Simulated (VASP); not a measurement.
```yaml
crystal:
  lattice:
    - [0.00000, 2.07280, 2.07280]
    - [2.07280, 0.00000, 2.07280]
    - [2.07280, 2.07280, 0.00000]
  atoms:
    - { symbol: Mg, position: [0.00000, 0.00000, 0.00000] }
    - { symbol: O, position: [0.50000, 0.50000, 0.50000] }
```

Level of theory: LDA (Ceperley-Alder, Perdew-Zunger), VASP's LDA PAW potentials (set 64) (plane waves; VASP 6.6.1). Run with 520 eV cut-off, 11×11×11 Γ-centred mesh, Gaussian smearing of 0.010 eV, potentials Mg O.

Task: Give the electronic dielectric tensor ε∞ (DFPT, local fields included).

Result: 
```
3.09  0.00  0.00
0.00  3.09  0.00
0.00  0.00  3.09
```

Task: Give the Born effective charges.

Result: 
| atom | Z*xx | Z*yy | Z*zz | mean |
|---|---|---|---|---|
| Mg1 | 1.95 | 1.95 | 1.95 | 1.95 |
| O2 | -1.95 | -1.95 | -1.95 | -1.95 |

Task: And the static tensor with the ions free?

Result: 
```
9.15  0.00  0.00
0.00  9.15  0.00
0.00  0.00  9.15
```

Task: Which frequencies do the optical Γ-point modes have (no LO-TO splitting)?

Result: 424 (×3) cm⁻¹.

The compound is MgO in the rock salt structure. It was relaxed first.
